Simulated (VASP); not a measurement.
```xyz
2
Lattice="0.0000 2.7277 2.7277 2.7277 0.0000 2.7277 2.7277 2.7277 0.0000" Properties=species:S:1:pos:R:3 pbc="T T T"
Li     0.0000     0.0000     0.0000
Br     2.7277     2.7277     2.7277
```

Calculation: optB86b-vdW, VASP's PBE PAW potentials (set 64) (plane waves; VASP). Settings: 520 eV cut-off, Gaussian smearing of 0.050 eV, potentials Li_sv Br.

Problem. Give the energies of bands 3 to 8 at the high-symmetry points, in eV from the valence-band maximum.

Solution. 
| band | Γ | X | U | L | W |
|---|---|---|---|---|---|
| 3 | -0.01 | -3.00 | -2.59 | -2.99 | -2.24 |
| 4 | -0.01 | -1.19 | -1.93 | -0.28 | -2.24 |
| 5 | -0.01 | -1.19 | -0.90 | -0.28 | -1.19 |
| 6 | 5.09 | 6.33 | 6.69 | 5.65 | 8.16 |
| 7 | 10.49 | 7.07 | 8.82 | 8.13 | 8.64 |
| 8 | 10.49 | 11.89 | 10.41 | 8.13 | 9.54 |

The gap is indirect, 5.09 eV, from the valence maximum at K-Γ at 0.79 to the conduction minimum at Γ.

Measured: gap 7.60 eV (computed value off by -2.51 eV), as given by Abedi et al., (2022), arXiv:2211.14644.

The compound is LiBr in the rock salt structure. It was relaxed first.
